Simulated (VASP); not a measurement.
Method: PBE GGA, VASP's PBE PAW potentials (set 64) (plane waves; VASP).

A VASP calculation is set up with these files.

### POSCAR
```
Li
3.4954290
 -0.5000000284   0.5000000284   0.5000000284
  0.5000000284  -0.5000000284   0.5000000284
  0.5000000284   0.5000000284  -0.5000000284
Li
1
Cartesian
  0.0000000000   0.0000000000   0.0000000000
```

### INCAR
```
SYSTEM = Li
PREC = Accurate
ENCUT = 520
EDIFF = 1E-7
NELM = 100
ALGO = Normal
LREAL = .FALSE.
LASPH = .TRUE.
ISMEAR = 1
SIGMA = 0.1
GGA = PE
LWAVE = .FALSE.
LCHARG = .FALSE.
ISIF = 2
```

KPOINTS:
```
K-points
0
gamma
  15 15 15
```

POTCAR, in this order: Li_sv (PBE.64 set). Program: vasp_std.

What VASP printed:

OSZICAR:
```
       N       E                     dE             d eps       ncg     rms          rms(c)
DAV:   1     0.669658082150E+00    0.66966E+00   -0.71272E+02  1200   0.414E+02
DAV:   2    -0.178056108343E+01   -0.24502E+01   -0.23156E+01  1690   0.605E+01
DAV:   3    -0.189961348709E+01   -0.11905E+00   -0.11780E+00  1545   0.925E+00
DAV:   4    -0.190296208948E+01   -0.33486E-02   -0.33500E-02  1515   0.137E+00
DAV:   5    -0.190298792638E+01   -0.25837E-04   -0.25837E-04  1560   0.132E-01    0.243E-01
DAV:   6    -0.190183879044E+01    0.11491E-02   -0.27713E-04  1955   0.110E-01    0.138E-01
DAV:   7    -0.190126993809E+01    0.56885E-03   -0.69005E-04  2240   0.167E-01    0.278E-02
DAV:   8    -0.190127022454E+01   -0.28644E-06   -0.10154E-05  1210   0.364E-02    0.280E-03
DAV:   9    -0.190126770041E+01    0.25241E-05   -0.83956E-07  1680   0.128E-02    0.482E-04
DAV:  10    -0.190126676913E+01    0.93129E-06   -0.30836E-08   710   0.253E-03    0.271E-04
DAV:  11    -0.190126664322E+01    0.12591E-06   -0.11339E-08   640   0.123E-03    0.291E-05
DAV:  12    -0.190126665860E+01   -0.15375E-07   -0.28454E-09   610   0.686E-04
   1 F= -.19012667E+01 E0= -.19012444E+01  d E =-.666850E-04
```

OUTCAR:
```
------------------------ aborting loop because EDIFF is reached ----------------------------------------
  FORCE on cell =-STRESS in cart. coord.  units (eV):
  Direction    XX          YY          ZZ          XY          YZ          ZX
  --------------------------------------------------------------------------------------
  Total       -0.0981016     -0.0981016     -0.0981016      0.0000000      0.0000000     -0.0000000
  in kB       -7.3606354     -7.3606354     -7.3606354      0.0000000      0.0000000     -0.0000000
  external PRESSURE =      -7.3606354 kB  Pullay stress =       0.0000000 kB
  volume of cell :       21.35
      direct lattice vectors                 reciprocal lattice vectors
    -1.747714599  1.747714599  1.747714599     0.000000000  0.286087900  0.286087900
     1.747714599 -1.747714599  1.747714599     0.286087900  0.000000000  0.286087900
     1.747714599  1.747714599 -1.747714599     0.286087900  0.286087900  0.000000000
 POSITION                                       TOTAL-FORCE (eV/Angst)
 -----------------------------------------------------------------------------------
      0.00000      0.00000      0.00000         0.000000     -0.000000     -0.000000
 -----------------------------------------------------------------------------------
    total drift:                               -0.000000      0.000000      0.000000
  FREE ENERGIE OF THE ION-ELECTRON SYSTEM (eV)
  ---------------------------------------------------
  free  energy   TOTEN  =        -1.9012666586 eV

  energy  without entropy=       -1.9011999736  energy(sigma->0) =       -1.90124443
```
(Selected blocks of OUTCAR.)

The compound is Li in the bcc structure. This cell is one point of a volume scan, at 1.06 of the reference volume.
